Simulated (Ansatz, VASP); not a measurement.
# One calculation of InCoB3, two programs

```
Co B In
1.0
     3.32450    0.00000    0.00000
     1.66225   -9.59620    0.00000
     0.00000    0.00000   -3.25888
Co B In
2 6 2
Direct
  0.20500 0.59000 0.75000
  0.79500 0.41000 0.25000
  0.65300 0.69400 0.75000
  0.34700 0.30600 0.25000
  0.32600 0.34800 0.75000
  0.67400 0.65200 0.25000
  0.52500 0.95000 0.75000
  0.47500 0.05000 0.25000
  0.92800 0.14400 0.75000
  0.07200 0.85600 0.25000
```

The cell was built by a generator and needn't be a form met in nature.

Alike in both runs: task single point; functional PBE; k mesh 6 × 6 × 6; occupations gaussian, width 0.0536 eV; no spin polarisation.

```csv
,VASP,Ansatz
version,VASP 6.6.1,Ansatz 0.2.0
potentials or method,"VASP PAW PBE potentials, release 64 (Co, B, In_d)",PAW plane waves
plane-wave cutoff (eV),520,420
valence electrons in the cell,62,78
```

```csv
,VASP,Ansatz,Ansatz less VASP
pressure (GPa),2.2,2.1,-0.16
largest component of the traceless stress (GPa),15.81,15.73,-0.081
rms of the force components (eV/Å),0.946,0.945,-0.0011
```

The two sets of potentials don't hold the same shells in valence.

Caveats: forces of over 1 eV/Å show positions far from the minimum, so gaps and moduli don't describe the material at rest. Spin polarisation is off, so any magnetic state and its effect on volume and gap are missing.
